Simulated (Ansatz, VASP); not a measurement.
# TaN: VASP beside Ansatz, part 2 of 2

One calculation is typed for both programs; each brings its own data sets. How far apart do they land? The cell is taken from a series of runs on this material, whose earlier steps may have relaxed, scaled, displaced or heated it; both programs get it as it stands.

VASP 6.6.1 and Ansatz 0.2.0.

So far: The starting structure; VASP: zone-centre phonons, PBEsol.

## Step 3: Ansatz: zone-centre phonons, PBEsol

Level of this step: Ansatz beside VASP: Kohn-Sham DFT, plane waves, PBEsol (Ansatz).

Ansatz runs on its PAW soft_1 files.

The same cell, functional, mesh and smearing now go to Ansatz, which takes its cutoff from its data sets.

input.yaml

```yaml
crystal:
  lattice:
    - [2.9823079968, 0.0, 0.0]
    - [-1.4911539984, 2.5827544871, 0.0]
    - [0.0, 0.0, 2.850612283]
  atoms:
    - { symbol: "N", position: [0.6666666667, 0.3333333333, 0.0] }
    - { symbol: Ta, position: [0.0, 0.0, 0.5] }
kpoints:
  mp_grid: { grid: [18, 18, 16] }
hamiltonian:
  xc: pbesol
  pseudopotentials: { kind: paw, azcp: { folder: soft_1 }, xc_functional: pbe }
scf:
  occupations: { method: methfessel_paxton, width: 0.2 }
output:
  eigenvalues: true
phonons:
  method: dfpt
```

Started as:

```bash
ansatz run input.yaml --threads 4 --pin off --max-ram 10240MiB --backend cpu --events-out ev --progress --plain --runs-dir out
```

Numbers of over 12 decimals in the logs are rounded to 6 here.

Log:

```text
zone centre: on kpoints.mp_grid the ground state, and the responses unless they are solved on pairs of k-points, stand on 819 of the mesh's 5184 k-points, reduced under 4 symmetry operations, with k and −k counted as one. Each operation leaves every solved displacement unchanged or reverses it
Engine: ansatz 0.2.0, x86_64-unknown-linux-gnu
Pseudopotentials: kind: paw
Pseudopotential: N, paw, valence charge 5, recommended cutoff 420 eV (normal), soft_1/N.paw.azcp
Pseudopotential: Ta, paw, valence charge 13, recommended cutoff 420 eV (normal), soft_1/Ta.paw.azcp
Functional definition: PBEsol
  exchange = pbesol_x
  correlation = pbesol_c
Crystal: 2 atoms, lattice volume = 21.957 Å³
Basis set: ecut = 420 eV, 405 PW (Γ), exchange–correlation on 40×40×40 points (8 copies of the dense FFT grid, shifted against one another)
Bands: 13, of which v1, the nominal top of the filled ones, is band 9 counted from 1 (8 counted from 0)
Symmetry: 12 space group operations
k-points: 819 of 5184 (irreducible under 4 space group operations, time reversal used)
Non-local potential: N, projectors of the file, l = 0: 2, l = 1: 2, l = 2: 1
Non-local potential: Ta, projectors of the file, l = 0: 3, l = 1: 2, l = 2: 2, l = 3: 1
PAW form: soft (Blöchl's): semilocal exchange-correlation on the pseudo side does not see the compensation charge
PAW frozen core: N, regenerated for the run's functional, and the local potential with it (the file was generated under x = pbe(κ = 0.804, μ = 0.219515), c = pbe(β = 0.066725))
PAW frozen core: Ta, regenerated for the run's functional, and the local potential with it (the file was generated under x = pbe(κ = 0.804, μ = 0.219515), c = pbe(β = 0.066725))
PAW one-centre angular grid: N, 110 points (default); XC on 64 Gauss nodes
PAW one-centre angular grid: Ta, 590 points (default); XC on 64 Gauss nodes
Initial density: superposition of atomic densities (chi_scale 0.1, normalization cell, long waves kept (reshape's long-wave potential 0.00 eV rms))
Initial wavefunctions: pseudopotential atomic-orbital guess
Functional: x = pbesol(κ = 0.804, μ = 0.123457), c = pbesol(β = 0.046)
SCF iter   1: F=—  HF=-10188.526757 eV  |F-HF|=—  |Δ(HF+E_count)|=         —  Δρ=4.71e-2  dr2=2.50e-1  ethr=3.10e-3  ⟨swp⟩=5.0  Hψ=53100  notcnv=0
preconditioner: auto → none  [metal: Δε(μ)=0.082 eV  Ē_g=11.006 eV  σ=0.200 eV  W_gap=0.34  n_scr=8 (ndim 8)  ℏωp=25.1 eV  f_vac=0.000  D(μ)=0.06/eV (n_scr^D=0)  sad-step TF]
SCF iter   2: F=—  HF=-10188.525946 eV  |F-HF|=—  |Δ(HF+E_count)|=   8.11e-4  S|Δr|=    0.00e0  Δρ=2.94e-2  dr2=1.10e-1  ethr=1.39e-3  ⟨swp⟩=1.0  Hψ=17199  notcnv=0
SCF iter   3: F=—  HF=-10188.517722 eV  |F-HF|=—  |Δ(HF+E_count)|=   8.22e-3  S|Δr|=    0.00e0  Δρ=1.79e-3  dr2=3.25e-4  ethr=6.09e-4  ⟨swp⟩=2.1  Hψ=13596  notcnv=0
SCF iter   4: F=—  HF=-10188.517754 eV  |F-HF|=—  |Δ(HF+E_count)|=   3.24e-5  S|Δr|=    0.00e0  Δρ=4.55e-4  dr2=3.44e-5  ethr=1.81e-6  ⟨swp⟩=2.2  Hψ=15941  notcnv=0
SCF iter   5: F=—  HF=-10188.517752 eV  |F-HF|=—  |Δ(HF+E_count)|=   2.29e-6  S|Δr|=    0.00e0  Δρ=4.76e-5  dr2=3.26e-7  ethr=1.91e-7  ⟨swp⟩=2.0  Hψ=13972  notcnv=0
SCF iter   6: F=—  HF=-10188.517752 eV  |F-HF|=—  |Δ(HF+E_count)|=   5.10e-7  S|Δr|=    0.00e0  Δρ=1.08e-5  dr2=6.77e-9  ethr=1.81e-9  ⟨swp⟩=2.0  Hψ=17143  notcnv=0
SCF iter   7: F=—  HF=-10188.517752 eV  |F-HF|=—  |Δ(HF+E_count)|=   1.01e-9  S|Δr|=    0.00e0  Δρ=1.34e-6  dr2=1.10e-10  ethr=3.76e-11  ⟨swp⟩=2.0  Hψ=13981  notcnv=0
SCF iter   8: F=-10188.517752 eV  HF=-10188.517752 eV  |F-HF|=3.64e-12  |Δ(HF+E_count)|=  5.46e-11  S|Δr|=    0.00e0  Δρ=1.04e-7  dr2=1.73e-12  ethr=1.00e-12  ⟨swp⟩=6.0  Hψ=46565  notcnv=0
the search or the solves at the SCF's close seem to have found levels that the self-consistency loop had missed (the run counts 2). By its estimate they hold under 1e-12 electrons; where the run keeps them, the occupations were computed again with them
SCF 1 converged in 8 iterations: F = -10188.517752 eV  dr2 = 1.73e-12
  greatest PAW one-centre occupation: 0.999 electrons in one spin orbital (limit 2), on the Ta atom at site 1 (counted from 0), in its partial waves of l = 0
DFPT response loops at Γ: preconditioner auto → Kerker (q_TF=auto, 2.639 Å⁻¹) (partly filled bands, converged f_vac=0.000); β = 1.00, the filter's whole step (`scf.mixing.beta` (0.50) is not read by the response loops under this deck's `scf.mixing.preconditioner`; to damp them name `kerker` or `kerker_dos`, under which they read `scf.mixing.beta`, and type it under 1.00, their step now; both keys bind the ground state too); Broyden in place of MSR1
SCF converged after 8 iterations
Stability not checked: this state was not tested for a lower state beside it, because cold or Methfessel-Paxton smearing, or corrected tetrahedra, fill the levels in a way that the test cannot read (fill_not_monotonic; see scf.lower_state_search)
Free energy (F): -10188.517752 eV
Harris-Foulkes:  -10188.517752 eV  (|F-HF|=3.64e-12)
Internal energy: -10188.518235 eV  (E = F + TS)
E sigma→0 (E₀):  -10188.517872 eV
Entropy (-TS):   0.000483 eV (0.242 meV/atom)
Fermi energy:    19.538116 eV
--- Per-component energies (eV) ---
  E_band       = -63.419546
  E_kinetic    = 521.447144
  E_local      = -605.903887  (includes V_loc(G=0)·N_el)
  E_nonlocal   = 26.238991
  E_hartree    = 214.612412
  E_xc         = -378.396735
  E_vxc        = -309.394883  (∫ρ·V_xc dr)
  E_paw        = -8304.379165  (= ΣΔE_a)
  E_vpaw       = -125.032682  (= ΣTr[D̂ρ^β])
  E_aug_tail   = 0.000940  (compensation charges beyond the density's cutoff)
  E_ewald      = -1662.379746
  E_core_change = 0.241812  (= ΣΔE_core)
  E_smearing   = 0.000483  (= −TS)
  E_closure    = 0.000000  (closes the sum)
  Σ components = -10188.517752   (vs F -10188.517752, Δ=0.00e0)
--- Band table (eV; the first three rows and the last of 819) ---
  k-point 0: bands = [... 5 lower, 14.8721, 14.8721, 15.4851, 16.8252, 21.4061, 23.2089, 23.2089, 23.5115]
  k-point 1: bands = [... 5 lower, 14.9052, 14.9052, 15.1904, 17.0573, 21.5631, 22.5288, 22.5288, 24.0392]
  k-point 2: bands = [... 5 lower, 14.5088, 15.0001, 15.0001, 17.6155, 21.6930, 21.6930, 21.9783, 24.4116]
  k-point 818: bands = [... 5 lower, 12.0309, 12.7194, 15.4299, 18.5985, 23.3574, 24.6407, 25.4068, 26.5228]
--- Phonons (Γ-DFPT): 4 representative perturbations + reference, on 819 of 5184 k-points (Σ response iterations 12) ---
  k mesh reduced under 4 symmetry operations, with k and −k counted as one. Each operation leaves every solved displacement unchanged or reverses it
  ASR residual: 8.261e-5 → 0.000e0 eV/Å²; symmetrization residual: 2.421e-6 eV/Å²
  ASR residual per site (eV/Å²): 2.92e-5 8.26e-5
  Γ frequencies (cm⁻¹): 0.00 0.00 0.00 507.52 507.52 528.86
  non-analytic LO–TO correction: not included (Born effective charges unavailable; polar crystals: no LO–TO splitting at Γ)
```

## Step 4: Side by side

Known differences besides the potentials themselves: the data sets hold 18 valence electrons in Ansatz (on its PAW soft_1 files) and 16 in VASP; the cutoff is 420 eV in Ansatz and 600 eV in VASP; Ansatz makes its cores anew for this functional, VASP keeps those of its PBE data sets. Total energies have different zeros and are not compared.

Compared:

```csv
quantity,Ansatz,VASP,difference
optical mode 1 to 2 (cm⁻¹),507.5,510.7,-0.63 %
optical mode 3 (cm⁻¹),528.9,531.4,-0.48 %
```

Modes are paired by rising frequency, not by their patterns, so a pair may set unlike modes beside each other; they are those without the splitting of longitudinal modes.

## Step 5: Results

```json
{
 "r.m.s. difference of the optical zone-centre modes, each program's sorted by frequency (zone-centre phonons, PBEsol)": "3.0 cm⁻¹",
 "difference in optical mode 1 to 2 (zone-centre phonons, PBEsol)": "-0.6 %"
}
```

**Reading.** The r.m.s. difference of the optical zone-centre modes, each program's sorted by frequency is 3.0 cm⁻¹ (zone-centre phonons, PBEsol). The data sets hold unlike numbers of valence electrons (18 in Ansatz and 16 in VASP), so part of the differences comes from the potentials. Among the rows given in per cent, the largest difference of the zone-centre phonons, PBEsol pair is in optical mode 1 to 2, -0.6 %. Such differences can come from data sets, numerical settings and the points named under the comparisons, not from the functional's error against experiment.

[Lines on the potential files, build, host, timing and source positions are cut from VASP's logs without a mark.]

[Logs are printed without paths, hosts, clocks, repeated set-up lines and the standing remarks that a program may print on its own settings, such as how far it seeks lower states.]

[Hosts, paths, dates, database ids (printed as entryN), source tags and the programs' standing remarks are cut or masked in the printed files.]
